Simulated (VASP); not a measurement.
Here is the system:

```xyz
2
Lattice="4.3798 0.0000 0.0000 0.0000 4.3798 0.0000 0.0000 0.0000 4.3798" Properties=species:S:1:pos:R:3 pbc="T T T"
Cs     0.0000     0.0000     0.0000
Cl     2.1899     2.1899     2.1899
```

Level of theory: RPBE GGA, VASP's PBE PAW potentials (set 64) (plane waves; VASP). Numerical set-up: 520 eV cut-off, Gaussian smearing of 0.050 eV, potentials Cs_sv Cl.

Unless said otherwise, spin-orbit coupling is left out, though it shifts the bands of the heavy elements here.

Problem. Give the energies of bands 3 to 11 at the high-symmetry points, in eV from the valence-band maximum.

Solution. 
| band | Γ | X | M | R |
|---|---|---|---|---|
| 3 | -6.38 | -6.73 | -6.82 | -6.71 |
| 4 | -6.38 | -6.32 | -6.82 | -6.71 |
| 5 | -6.38 | -6.32 | -6.27 | -6.71 |
| 6 | -0.01 | -0.81 | -0.38 | -0.70 |
| 7 | -0.01 | -0.12 | -0.38 | -0.70 |
| 8 | -0.01 | -0.12 | 0.00 | -0.70 |
| 9 | 4.83 | 6.41 | 5.93 | 7.85 |
| 10 | 5.64 | 6.95 | 6.02 | 7.85 |
| 11 | 5.64 | 8.04 | 7.79 | 7.85 |

The gap is indirect, 4.83 eV, from the valence maximum at M to the conduction minimum at Γ.

Measured: gap 8.35 eV at 80 K (computed value off by -3.52 eV), as given by Wikipedia, Caesium chloride.

The compound is CsCl in the CsCl type structure. It was relaxed first, which changed the volume by +20 %.
